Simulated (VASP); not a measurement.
VASP ran on this input.

**POSCAR**
```
AlRu
1
    2.9825000000     0.0000000000     0.0000000000
    0.0000000000     2.9825000000     0.0000000000
    0.0000000000     0.0000000000     2.9825000000
Al Ru
1 1
Direct
  0.0000000000   0.0000000000   0.0000000000
  0.5000000000   0.5000000000   0.5000000000
```

### INCAR
```
! general
SYSTEM =AlRu
PREC   =Accurate
ENCUT  =300
LREAL  =.False.
LASPH  =.True.

! electronic loop
EDIFF  =1E-06
NELM   =100
ALGO   =Normal
LMAXMIX=4

! smearing
ISMEAR =1
SIGMA  =0.272

! functional
GGA    =PE

! ions
ISIF   =2

! output
LWAVE  =.False.
LCHARG =.False.
```

### KPOINTS
```
K-points
0
gamma
  9 9 9
```

POTCAR, in this order: Al Ru_pv (PBE.64 set). Program: vasp_std.

Write an equivalent input for Quantum ESPRESSO's pw.x.

One equivalent input (not run):
```
&CONTROL
  calculation = 'scf'
  pseudo_dir = './pseudo'
  outdir = './out'
  tprnfor = .true.
  tstress = .true.
/
&SYSTEM
  ibrav = 0
  nat = 2
  ntyp = 2
  ecutwfc = 84
  occupations = 'smearing'
  smearing = 'methfessel-paxton'
  degauss = 0.01999
  input_dft = 'pbe'
/
&ELECTRONS
  conv_thr = 7.3e-08
  electron_maxstep = 100
/
ATOMIC_SPECIES
  Al 26.982 Al.upf
  Ru 101.070 Ru.upf
CELL_PARAMETERS angstrom
     2.9825000    0.0000000    0.0000000
     0.0000000    2.9825000    0.0000000
     0.0000000    0.0000000    2.9825000
ATOMIC_POSITIONS crystal
  Al   0.0000000  0.0000000  0.0000000
  Ru   0.5000000  0.5000000  0.5000000
K_POINTS automatic
  9 9 9 0 0 0
```
The two are equivalent in intent, not identical: the potentials are each code's own (VASP's PAW set, PseudoDojo norm-conserving files in pw.x), so ENCUT and ecutwfc are chosen apart and not converted; conv_thr bounds pw.x's estimated SCF error, while EDIFF bounds the energy change between steps.

The structure comes from a computed database's AlRu entry; how it stands against other phases isn't given here. The cell was not relaxed at this level. The run is one of a series of settings (EDIFF = 1E-06 against the base run), some of them coarse on purpose.
